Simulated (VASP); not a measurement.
All values below come from PBE GGA, VASP's PBE PAW potentials (set 64) (plane waves; VASP).

VASP ran on this input.

KPOINTS:
```
Automatic mesh
0
Gamma
13 13 11
0 0 0
```

**INCAR**
```
SYSTEM = WC
PREC = Accurate
ENCUT = 800
EDIFF = 1E-6
NELM = 100
ALGO = Normal
LREAL = .FALSE.
LASPH = .TRUE.
ISMEAR = 1
SIGMA = 0.1
GGA = PE
LMAXMIX = 6
LWAVE = .FALSE.
LCHARG = .FALSE.
ISIF = 2
```

### POSCAR
```
WC
1
    1.4841000000    -2.5705370000     0.0000000000
    1.4841000000     2.5705370000     0.0000000000
    0.0000000000     0.0000000000     2.8968000000
W C
1 1
Direct
  0.0000000000   0.0000000000   0.0000000000
  0.3333330000   0.6666670000   0.5000000000
```

POTCAR, in this order: W_sv C_h (PBE.64 set). Program: vasp_std.

What VASP printed:

OSZICAR:
```
       N       E                     dE             d eps       ncg     rms          rms(c)
DAV:   1     0.138530232733E+03    0.13853E+03   -0.12511E+04  3276   0.207E+03
DAV:   2    -0.188486540286E+02   -0.15738E+03   -0.15289E+03  3716   0.457E+02
DAV:   3    -0.253820735001E+02   -0.65334E+01   -0.64375E+01  4081   0.785E+01
DAV:   4    -0.254963203143E+02   -0.11425E+00   -0.11408E+00  3614   0.103E+01
DAV:   5    -0.254975155535E+02   -0.11952E-02   -0.11951E-02  3947   0.106E+00    0.286E+01
DAV:   6    -0.225245040289E+02    0.29730E+01   -0.10172E+01  4303   0.319E+01    0.680E+00
DAV:   7    -0.224311353455E+02    0.93369E-01   -0.53922E-01  3564   0.657E+00    0.534E+00
DAV:   8    -0.224040145741E+02    0.27121E-01   -0.10639E-01  3661   0.333E+00    0.927E-01
DAV:   9    -0.224026826909E+02    0.13319E-02   -0.46506E-03  3691   0.660E-01    0.145E-01
DAV:  10    -0.224026332841E+02    0.49407E-04   -0.37939E-04  3786   0.260E-01    0.558E-02
DAV:  11    -0.224026349274E+02   -0.16432E-05   -0.18355E-05  3706   0.503E-02    0.997E-03
DAV:  12    -0.224026335502E+02    0.13772E-05   -0.48189E-06  3546   0.254E-02    0.146E-03
DAV:  13    -0.224026335961E+02   -0.45941E-07   -0.79461E-08  1688   0.323E-03
   1 F= -.22402634E+02 E0= -.22402504E+02  d E =-.388092E-03
```

**OUTCAR**
```
------------------------ aborting loop because EDIFF is reached ----------------------------------------
  FORCE on cell =-STRESS in cart. coord.  units (eV):
  Direction    XX          YY          ZZ          XY          YZ          ZX
  --------------------------------------------------------------------------------------
  Total       -2.1308913     -2.1308919     -2.6571345      0.0000000      0.0000000     -0.0000000
  in kB     -154.4672241   -154.4672718   -192.6143244      0.0000000      0.0000000     -0.0000000
  external PRESSURE =    -167.1829401 kB  Pullay stress =       0.0000000 kB
  volume of cell :       22.10
      direct lattice vectors                 reciprocal lattice vectors
     1.484100000 -2.570537000  0.000000000     0.336904521 -0.194511886  0.000000000
     1.484100000  2.570537000  0.000000000     0.336904521  0.194511886  0.000000000
     0.000000000  0.000000000  2.896800000     0.000000000  0.000000000  0.345208506
 POSITION                                       TOTAL-FORCE (eV/Angst)
 -----------------------------------------------------------------------------------
      0.00000      0.00000      0.00000         0.000000     -0.000000      0.000000
      1.48410      0.85685      1.44840         0.000000      0.000000      0.000000
 -----------------------------------------------------------------------------------
    total drift:                                0.000000     -0.000553      0.000000
  FREE ENERGIE OF THE ION-ELECTRON SYSTEM (eV)
  ---------------------------------------------------
  free  energy   TOTEN  =       -22.4026335961 eV

  energy  without entropy=      -22.4022455039  energy(sigma->0) =      -22.40250423
```
(Selected blocks of OUTCAR.)

The compound is WC in the wc structure. The cell was not relaxed at this level. The run is one of a series of settings (ENCUT = 800, POTCAR W_sv C_h (PBE.64 set) against the base run), some of them coarse on purpose.
